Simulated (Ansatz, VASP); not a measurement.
**ScPt: VASP beside Ansatz**

INCAR

```
ALGO = Normal ; EDIFF = 1E-7
EDIFFG = -0.001 ; ENCUT = 600
GGA = CA ; IBRION = 2
ISIF = 3 ; ISMEAR = -1
LASPH = True ; LCHARG = False
LREAL = False ; LWAVE = False
NELM = 100 ; NSW = 80
PREC = Accurate ; SIGMA = 0.15
```

Contents of KPOINTS:

```
k-points
0
Gamma
  14 14 14
```

File POSCAR:

```
ScPt
1.0
    3.2290422512      0.0000000000      0.0000000000
    0.0000000000      3.2290422512      0.0000000000
    0.0000000000      0.0000000000      3.2290422512
Sc Pt
1 1
Direct
    0.5000000000      0.5000000000      0.5000000000
    0.0000000000      0.0000000000      0.0000000000
```

Input for Ansatz:

```yaml
crystal:
  lattice:
    - [3.2290422512, 0.0, 0.0]
    - [0.0, 3.2290422512, 0.0]
    - [0.0, 0.0, 3.2290422512]
  atoms:
    - { symbol: Sc, position: [0.5, 0.5, 0.5] }
    - { symbol: Pt, position: [0.0, 0.0, 0.0] }
basis:
  ecutwfc: 420
kpoints:
  mp_grid: { grid: [14, 14, 14] }
hamiltonian:
  xc: lda
scf:
  occupations: { method: fermi_dirac, width: 0.15 }
output:
  forces: true
  stress: true
  eigenvalues: true
  write_density: true
  write_potential: true
  elf: true
  volumetric_format: npy
relax:
  adjacent_minimum: "off"
  f_tol: 0.001
  max_steps: 60
  cell: { stress_tol: 0.01 }
```

Alike in both runs: task relaxation of cell and atoms; functional LDA; k mesh 14 × 14 × 14; occupations fermi-dirac, width 0.15 eV; no spin polarisation.

|  | VASP | Ansatz |
| --- | --- | --- |
| version | VASP 6.6.1 | Ansatz 0.2.0 |
| potentials or method | VASP PAW LDA potentials, release 64 (Sc_sv, Pt) | scalar-relativistic, plane waves, PAW |
| plane-wave cutoff (eV) | 600 | 420 |
| valence electrons in the cell | 21 | 29 |

|  | VASP | Ansatz | Ansatz less VASP |
| --- | --- | --- | --- |
| gap on the k mesh at the Fermi level, each at its own relaxed structure (eV) | none | none | - |
| relaxed volume (Å³/atom) | 16.92 | 16.84 | -0.081 |
| relaxed cell length with the largest relative difference (Å) | 3.235 | 3.230 | -0.0052 |

A gap of «none» marks a metal or a gap that the smearing closes. The two sets of potentials don't hold the same shells in valence.

The runs have no spin-orbit coupling, so splittings on Pt are missing.
